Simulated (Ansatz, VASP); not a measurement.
**RbLaSn: VASP beside Ansatz**

```
CELL_PARAMETERS angstrom
5.75126 0.00000 0.00000
-2.87563 4.98074 0.00000
0.00000 0.00000 4.22596
ATOMIC_POSITIONS crystal
Rb 0.00000 0.00000 0.00000
La 0.33333 0.66667 0.50000
Sn 0.66667 0.33333 0.50000
```

Change from the starting cell: species swapped into the DyCuSi type (P-6m2, No. 187).

Alike in both runs: functional PBE; k mesh 6 × 6 × 8; occupations gaussian, width 0.01 eV; no spin polarisation.

Ansatz relaxed the structure, and its values are those at the end. VASP's run is a single point on that final structure, the one shown.

|  | VASP | Ansatz |
| --- | --- | --- |
| version | VASP 6.6.1 | Ansatz 0.2.0 |
| potentials or method | VASP PAW PBE potentials, release 64 (Rb_sv, La, Sn_d) | scalar-relativistic, plane waves, PAW |
| plane-wave cutoff (eV) | 520 | 420 |
| valence electrons in the cell | 34 | 34 |

|  | VASP | Ansatz | Ansatz less VASP |
| --- | --- | --- | --- |
| gap on the k mesh at the Fermi level (eV) | 0.24 | 0.24 | +0.002 |
| least direct gap on the mesh (eV) | 0.24 | 0.24 | +0.002 |
| pressure (GPa) | 0.0 | 0.0 | +0.02 |

Caveats: spin-orbit coupling is left out, which moves the levels of the heavy elements.
